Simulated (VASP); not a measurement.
Given:

```
Cu
1.0
    0.00000     1.80500     1.80500
    1.80500     0.00000     1.80500
    1.80500     1.80500     0.00000
Cu
1
Cartesian
  0.00000   0.00000   0.00000
```

These are r2SCAN+rVV10, VASP's PBE PAW potentials (set 64) (plane waves; VASP) values and carry that method's errors. Run with 520 eV cut-off, 16×16×16 Γ-centred mesh, first-order Methfessel-Paxton smearing of 0.10 eV, potentials Cu.

Energy and stress use the plane-wave basis of the starting cell.

Task: The ions, cell shape and volume are relaxed. What does this cell relax into?

Result: 
```
Cu
1.0
    0.00000     1.78519     1.78519
    1.78519     0.00000     1.78519
    1.78519     1.78519     0.00000
Cu
1
Cartesian
  0.00000   0.00000   0.00000
```
Space group Fm-3m (225), at a tolerance of 0.03 Å.

Task: How do energy and volume change from the first to the last step?

Result: The energy (σ→0) changes by -6.5 meV/atom and the volume by -3.3 %, in 3 ionic steps.

| step | E(σ→0) (eV) | max force (eV/Å) | pressure (GPa) | volume (Å³) |
|---|---|---|---|---|
| 1 | -10.5304 | 0.000 | -5.30 | 11.76 |
| 2 | -10.5336 | 0.000 | 4.16 | 11.11 |
| 3 | -10.5369 | 0.000 | -0.06 | 11.38 |

The compound is Cu in the fcc structure. This run relaxes it. Symmetry was kept, so distortions that lower it aren't found.
